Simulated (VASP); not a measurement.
```
CELL_PARAMETERS angstrom
      0.00000     3.29748     3.29748
      3.29748     0.00000     3.29748
      3.29748     3.29748     0.00000
ATOMIC_POSITIONS crystal
  In 0.00000 0.00000 0.00000
  Sb 0.25000 0.25000 0.25000
```

The numbers are results of TPSS meta-GGA, VASP's PBE PAW potentials (set 64) (plane waves; VASP), not measurements. Numerical set-up: 520 eV cut-off, 11×11×11 Γ-centred mesh, tetrahedra with Blöchl corrections, potentials In_d Sb.

Q: Give the energies of bands 7 to 12 at the high-symmetry points, in eV from the Fermi level.

A: 
```csv
band,Γ,X,U,L,W
7,-0.36,-5.73,-5.60,-5.42,-5.63
8,0.00,-2.13,-2.93,-0.94,-2.69
9,0.00,-2.13,-1.80,-0.94,-2.55
10,0.00,1.40,1.70,0.53,3.39
11,3.04,1.50,3.70,3.88,4.05
12,3.04,8.01,6.22,3.88,4.25
```

It has no gap at this level: it comes out as a metal or semimetal.

The compound is InSb in the zinc blende structure. It was relaxed first, which changed the volume by +5 %.
